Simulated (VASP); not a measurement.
The input files of a VASP run:

File KPOINTS:
```
Automatic mesh
0
Gamma
6 6 4
0 0 0
```

INCAR:
```
SYSTEM = CuF
PREC = Accurate
ENCUT = 520
EDIFF = 1E-6
NELM = 100
ALGO = Normal
LREAL = .FALSE.
LASPH = .TRUE.
ISMEAR = 0
SIGMA = 0.05
GGA = PE
LMAXMIX = 4
LWAVE = .FALSE.
LCHARG = .FALSE.
ISIF = 2
```

### POSCAR
```
CuF
1
    3.1206030000     0.0000000000     0.0000000000
   -1.5603010000     2.7025210000     0.0000000000
    0.0000000000     0.0000000000     5.1108270000
Cu F
2 2
Cartesian
  0.6666670000   0.3333330000   0.0000000000
  0.3333330000   0.6666670000   0.5000000000
  0.6666670000   0.3333330000   0.6252000000
  0.3333330000   0.6666670000   0.1252000000
```

POTCAR, in this order: Cu F (PBE.64 set). Program: vasp_std.

What VASP printed:

### standard output
```
 POSCAR found type information on POSCAR CuF
 POSCAR found :  2 types and       4 ions
 Reading from existing POTCAR
 Reading from existing POTCAR
 LDA part: xc-table for (Slater+PW92), standard interpolation

 -----------------------------------------------------------------------------
|                                                                             |
|           W    W    AA    RRRRR   N    N  II  N    N   GGGG   !!!           |
|           W    W   A  A   R    R  NN   N  II  NN   N  G    G  !!!           |
|           W    W  A    A  R    R  N N  N  II  N N  N  G       !!!           |
|           W WW W  AAAAAA  RRRRR   N  N N  II  N  N N  G  GGG   !            |
|           WW  WW  A    A  R   R   N   NN  II  N   NN  G    G                |
|           W    W  A    A  R    R  N    N  II  N    N   GGGG   !!!           |
|                                                                             |
|     The distance between some ions is very small. Please check the          |
|     nearest-neighbor list in the OUTCAR file.                               |
|     I HOPE YOU KNOW WHAT YOU ARE DOING!                                     |
|                                                                             |
 -----------------------------------------------------------------------------

 POSCAR, INCAR and KPOINTS ok, starting setup
 WAVECAR not read
 entering main loop
       N       E                     dE             d eps       ncg     rms          rms(c)
DAV:   1     0.315373159883E+04    0.31537E+04   -0.29726E+04  4492   0.549E+03
DAV:   2     0.262014912681E+04   -0.53358E+03   -0.52396E+03  3446   0.140E+03
DAV:   3     0.253160868520E+04   -0.88540E+02   -0.87878E+02  4048   0.315E+02
DAV:   4     0.252361424448E+04   -0.79944E+01   -0.79502E+01  3958   0.982E+01
DAV:   5     0.252297618801E+04   -0.63806E+00   -0.62562E+00  4632   0.260E+01    0.359E+02
DAV:   6     0.261410392780E+04    0.91128E+02   -0.61500E+01  4526   0.287E+02    0.190E+02
DAV:   7     0.262915741577E+04    0.15053E+02   -0.14222E+02  4626   0.329E+02    0.252E+01
DAV:   8     0.262904379827E+04   -0.11362E+00   -0.25268E+01  3596   0.597E+01    0.238E+01
DAV:   9     0.263091531795E+04    0.18715E+01   -0.21545E+00  5006   0.288E+01    0.188E+01
DAV:  10     0.263297488683E+04    0.20596E+01   -0.65836E+01  4448   0.132E+02    0.248E+01
DAV:  11     0.263416766337E+04    0.11928E+01   -0.10120E+01  5008   0.430E+01    0.177E+01
DAV:  12     0.263421758104E+04    0.49918E-01   -0.57162E-01  3880   0.708E+00    0.166E+01
DAV:  13     0.263429709969E+04    0.79519E-01   -0.78586E-02  5314   0.355E+00    0.151E+01
DAV:  14     0.263487602215E+04    0.57892E+00   -0.36343E+00  5008   0.349E+01    0.769E+00
DAV:  15     0.263479495360E+04   -0.81069E-01   -0.81415E-01  4142   0.935E+00    0.881E+00
DAV:  16     0.263482108592E+04    0.26132E-01   -0.56772E-02  4880   0.286E+00    0.775E+00
DAV:  17     0.263489387997E+04    0.72794E-01   -0.78675E-02  4866   0.573E+00    0.458E+00
DAV:  18     0.263492733887E+04    0.33459E-01   -0.14744E-01  4740   0.776E+00    0.146E+00
DAV:  19     0.263492743963E+04    0.10076E-03   -0.36789E-02  3932   0.233E+00    0.113E+00
DAV:  20     0.263492632127E+04   -0.11184E-02   -0.33142E-03  5048   0.885E-01    0.118E+00
DAV:  21     0.263492908910E+04    0.27678E-02   -0.12454E-02  4744   0.196E+00    0.933E-01
DAV:  22     0.263492991715E+04    0.82805E-03   -0.82262E-03  5250   0.286E+00    0.737E-01
DAV:  23     0.263493032317E+04    0.40602E-03   -0.18258E-03  5010   0.648E-01    0.471E-01
DAV:  24     0.263493055508E+04    0.23191E-03   -0.54945E-04  4834   0.374E-01    0.222E-01
DAV:  25     0.263493057084E+04    0.15766E-04   -0.50736E-04  4648   0.444E-01    0.704E-02
DAV:  26     0.263493052789E+04   -0.42951E-04   -0.20034E-04  4976   0.163E-01    0.141E-01
DAV:  27     0.263493057200E+04    0.44107E-04   -0.70734E-05  4438   0.171E-01    0.542E-02
DAV:  28     0.263493057641E+04    0.44137E-05   -0.26789E-05  4938   0.583E-02    0.243E-02
DAV:  29     0.263493057717E+04    0.75740E-06   -0.23384E-06  2732   0.266E-02
   1 F= 0.26349306E+04 E0= 0.26349310E+04  d E =-.919731E-03
```

OUTCAR:
```
------------------------ aborting loop because EDIFF is reached ----------------------------------------
  FORCE on cell =-STRESS in cart. coord.  units (eV):
  Direction    XX          YY          ZZ          XY          YZ          ZX
  --------------------------------------------------------------------------------------
  Total     1798.0897187   1800.2534348   4181.8818260  -1814.6130914    285.8298137   -285.5398317
  in kB    66837.9560973  66918.3849908 155447.4345680 -67452.1570755  10624.7649070 -10613.9857972
  external PRESSURE =   96401.2585521 kB  Pullay stress =       0.0000000 kB
  volume of cell :       43.10
      direct lattice vectors                 reciprocal lattice vectors
     3.120603000  0.000000000  0.000000000     0.320450887  0.185012379  0.000000000
    -1.560301000  2.702521000  0.000000000     0.000000000  0.370024877  0.000000000
     0.000000000  0.000000000  5.110827000     0.000000000  0.000000000  0.195663050
 POSITION                                       TOTAL-FORCE (eV/Angst)
 -----------------------------------------------------------------------------------
      0.66667      0.33333      0.00000      3042.318346  -3042.956548  -3348.986925
      0.33333      0.66667      0.50000     -2937.155055   2938.116290   6769.250755
      0.66667      0.33333      0.62520      2390.975331  -2391.222273   2489.075445
      0.33333      0.66667      0.12520     -2496.138622   2496.062531  -5909.339275
 -----------------------------------------------------------------------------------
    total drift:                                0.023704     -0.019612      0.001219
  FREE ENERGIE OF THE ION-ELECTRON SYSTEM (eV)
  ---------------------------------------------------
  free  energy   TOTEN  =      2634.9305771686 eV

  energy  without entropy=     2634.9314968999  energy(sigma->0) =     2634.93103703
```
(Selected blocks of OUTCAR.)

Problem. Read input and log: which fault does this run have?
A. fractional coordinates stand under the word Cartesian
B. a line-mode KPOINTS file was used for a self-consistent run
C. ALGO = VeryFast starts from random orbitals with almost no delay (NELMDL = -1)
D. LEPSILON was set with a meta-GGA

Solution. A, fractional coordinates stand under the word Cartesian. The run ends without an error. Against the sound run, the energy per atom (σ→0) increases by 661.946 eV/atom; the pressure goes up by 9601.35 GPa; the largest force rises by 7942.253 eV/Å.

To mend it, correct POSCAR.
### POSCAR
```
CuF
1
    3.1206030000     0.0000000000     0.0000000000
   -1.5603010000     2.7025210000     0.0000000000
    0.0000000000     0.0000000000     5.1108270000
Cu F
2 2
Direct
  0.6666670000   0.3333330000   0.0000000000
  0.3333330000   0.6666670000   0.5000000000
  0.6666670000   0.3333330000   0.6252000000
  0.3333330000   0.6666670000   0.1252000000
```
The mended run (PBE GGA, plane waves, VASP's PBE PAW potentials (set 64)) converges, and its OSZICAR ends with
```
   1 F= -.12853404E+02 E0= -.12851964E+02  d E =-.287984E-02
```

The structure was generated: CuF was put into the wurtzite type (P6_3mc), which need not be its known phase. The cell was not relaxed at this level.
